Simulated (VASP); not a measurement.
Level of theory: r2SCAN meta-GGA, VASP's PBE PAW potentials (set 64) (plane waves; VASP).

VASP ran on this input.

POSCAR:
```
CdS
1
    4.1706252377     0.0000000000     0.0000000000
   -2.0853126188     3.6118672300     0.0000000000
    0.0000000000     0.0000000000     6.7732701939
Cd S
2 2
Direct
  0.3333330000   0.6666670000   0.9999823944
  0.6666670000   0.3333330000   0.4999823944
  0.3333330000   0.6666670000   0.3770176056
  0.6666670000   0.3333330000   0.8770176056
```

INCAR:
```
SYSTEM = CdS
PREC = Accurate
ENCUT = 480
EDIFF = 1E-6
NELM = 100
ALGO = Normal
LREAL = .FALSE.
LASPH = .TRUE.
ISMEAR = 0
SIGMA = 0.05
METAGGA = R2SCAN
LMIXTAU = .TRUE.
LMAXMIX = 4
LWAVE = .FALSE.
LCHARG = .FALSE.
IBRION = 2
ISIF = 3
NSW = 60
EDIFFG = -0.02
```

KPOINTS:
```
Regular mesh
0
gamma
  6 6 3
0 0 0
```

POTCAR, in this order: Cd S (PBE.64 set). Program: vasp_std.

What VASP printed:

### OUTCAR
```
 ion  position               nearest neighbor table
   1  0.333  0.667  1.000-   4 2.55   4 2.55   4 2.55   3 2.55
   2  0.667  0.333  0.500-   3 2.55   3 2.55   3 2.55   4 2.55
   3  0.333  0.667  0.377-   2 2.55   2 2.55   2 2.55   1 2.55
   4  0.667  0.333  0.877-   1 2.55   1 2.55   1 2.55   2 2.55
  LATTYP: Found a hexagonal cell.
 ALAT       =     4.1706252377
 C/A-ratio  =     1.6240419141
 Subroutine PRICEL returns:
 Original cell was already a primitive cell.
 Subroutine GETGRP returns: Found 12 space group operations
The static configuration has the point symmetry C_3v.
 The point group associated with its full space group is C_6v.
The dynamic configuration has the point symmetry C_3v.
 Subroutine INISYM returns: Found 12 space group operations
 Subroutine IBZKPT returns following result:
 Found     14 irreducible k-points:

 Following reciprocal coordinates:
            Coordinates               Weight
  0.000000  0.000000  0.000000      1.000000
  0.166667  0.000000  0.000000      6.000000
  0.333333 -0.000000  0.000000      6.000000
  0.500000  0.000000  0.000000      3.000000
  0.166667  0.166667  0.000000      6.000000
...
```

File OSZICAR:
```
       N       E                     dE             d eps       ncg     rms          rms(c)
DAV:   1     0.191068456001E+03    0.19107E+03   -0.17366E+04   616   0.144E+03
DAV:   2    -0.554825712798E+02   -0.24655E+03   -0.24142E+03   682   0.352E+02
DAV:   3    -0.695794517830E+02   -0.14097E+02   -0.14013E+02   724   0.852E+01
DAV:   4    -0.697512519271E+02   -0.17180E+00   -0.17154E+00   688   0.927E+00
DAV:   5    -0.697541233100E+02   -0.28714E-02   -0.28712E-02   754   0.117E+00    0.108E+01
DAV:   6    -0.626832543425E+02    0.70709E+01   -0.73727E+00   706   0.378E+01    0.119E+01
DAV:   7    -0.603766710543E+02    0.23066E+01   -0.86946E-01   646   0.961E+00    0.870E+00
DAV:   8    -0.615557429919E+02   -0.11791E+01   -0.69944E-01   616   0.875E+00    0.114E+00
DAV:   9    -0.584083281015E+02    0.31474E+01   -0.13560E+00   640   0.836E+00    0.107E+00
DAV:  10    -0.588815137932E+02   -0.47319E+00   -0.16702E-01   634   0.312E+00    0.765E-01
DAV:  11    -0.588784986360E+02    0.30152E-02   -0.18981E-03   754   0.317E-01    0.753E-01
DAV:  12    -0.588738049863E+02    0.46936E-02   -0.47664E-05   688   0.596E-02    0.767E-01
DAV:  13    -0.590348263841E+02   -0.16102E+00   -0.30801E-02   688   0.102E+00    0.386E-01
DAV:  14    -0.593853451630E+02   -0.35052E+00   -0.30493E-01   664   0.359E+00    0.884E-01
DAV:  15    -0.593667339639E+02    0.18611E-01   -0.20538E-02   670   0.107E+00    0.490E-01
DAV:  16    -0.593560441020E+02    0.10690E-01   -0.53603E-03   652   0.587E-01    0.171E-01
DAV:  17    -0.593756412503E+02   -0.19597E-01   -0.14350E-02   616   0.803E-01    0.353E-01
DAV:  18    -0.593801040720E+02   -0.44628E-02   -0.29543E-03   664   0.461E-01    0.283E-01
DAV:  19    -0.593798060254E+02    0.29805E-03   -0.43199E-03   634   0.419E-01    0.988E-02
DAV:  20    -0.593798993905E+02   -0.93365E-04   -0.52363E-04   664   0.234E-01    0.379E-02
DAV:  21    -0.593799139759E+02   -0.14585E-04   -0.60620E-05   646   0.704E-02    0.230E-02
DAV:  22    -0.593799344459E+02   -0.20470E-04   -0.15355E-05   682   0.280E-02    0.276E-02
DAV:  23    -0.593799420780E+02   -0.76321E-05   -0.19002E-05   694   0.242E-02    0.415E-02
DAV:  24    -0.593799456890E+02   -0.36110E-05   -0.56363E-06   574   0.233E-02    0.281E-02
DAV:  25    -0.593799444715E+02    0.12175E-05   -0.64065E-06   594   0.167E-02    0.109E-02
DAV:  26    -0.593799440710E+02    0.40055E-06   -0.70744E-07   362   0.704E-03
   1 F= -.59379944E+02 E0= -.59379944E+02  d E =-.593799E+02
```

### OUTCAR
```
------------------------ aborting loop because EDIFF is reached ----------------------------------------
  FORCE on cell =-STRESS in cart. coord.  units (eV):
  Direction    XX          YY          ZZ          XY          YZ          ZX
  --------------------------------------------------------------------------------------
  Total       -0.0017914     -0.0017914      0.0159484     -0.0000000      0.0000000      0.0000000
  in kB       -0.0281302     -0.0281302      0.2504353     -0.0000000      0.0000000      0.0000000
  external PRESSURE =       0.0647250 kB  Pullay stress =       0.0000000 kB
  volume of cell :      102.03
      direct lattice vectors                 reciprocal lattice vectors
     4.170625238  0.000000000  0.000000000     0.239772203  0.138432553  0.000000000
    -2.085312619  3.611867230  0.000000000     0.000000000  0.276865105  0.000000000
     0.000000000  0.000000000  6.773270194     0.000000000  0.000000000  0.147639172
  FREE ENERGIE OF THE ION-ELECTRON SYSTEM (eV)
  ---------------------------------------------------
  free  energy   TOTEN  =       -59.3799440710 eV

  energy  without entropy=      -59.3799440710  energy(sigma->0) =      -59.37994407

 reached required accuracy - stopping structural energy minimisation
```
(Selected blocks of OUTCAR.)

File OUTCAR:
```
 val. band max:        0.8118070811   @ k =   0.0000   0.0000   0.0000

 cond. band min:       2.4285213534   @ k =   0.0000   0.0000   0.0000


 Fermi energy:         1.0664482205

 k-point     1 :       0.0000    0.0000    0.0000
  band No.  band energies     occupation
      1     -11.8918      2.00000
      2     -11.4814      2.00000
      3      -7.0357      2.00000
      4      -7.0310      2.00000
      5      -7.0310      2.00000
      6      -6.9457      2.00000
      7      -6.9456      2.00000
      8      -6.6130      2.00000
      9      -6.6130      2.00000
     10      -6.5276      2.00000
     11      -6.5276      2.00000
     12      -6.1960      2.00000
     13      -3.4588      2.00000
     14       0.0735      2.00000
     15       0.0736      2.00000
     16       0.7760      2.00000
     17       0.8118      2.00000
     18       0.8118      2.00000
     19       2.4285      0.00000
     20       4.0228      0.00000
     21       7.7990      0.00000
     22       7.7990      0.00000

 k-point     2 :       0.1667    0.0000    0.0000
  band No.  band energies     occupation
      1     -11.8016      2.00000
      2     -11.4427      2.00000
      3      -7.0055      2.00000
      4      -6.9939      2.00000
      5      -6.9536      2.00000
      6      -6.8969      2.00000
      7      -6.8928      2.00000
      8      -6.6318      2.00000
      9      -6.6110      2.00000
     10      -6.5608      2.00000
     11      -6.5198      2.00000
     12      -6.1368      2.00000
     13      -3.2735      2.00000
     14      -0.8678      2.00000
     15      -0.3278      2.00000
     16      -0.2377      2.00000
     17       0.5811      2.00000
     18       0.6277      2.00000
     19       3.5277      0.00000
     20       4.8752      0.00000
     21       7.0113      0.00000
     22       8.1011      0.00000

 k-point     3 :       0.3333   -0.0000    0.0000
  band No.  band energies     occupation
      1     -11.6070      2.00000
...
```

The compound is CdS in the wurtzite structure. It was relaxed first. The start is the result of an earlier pass.
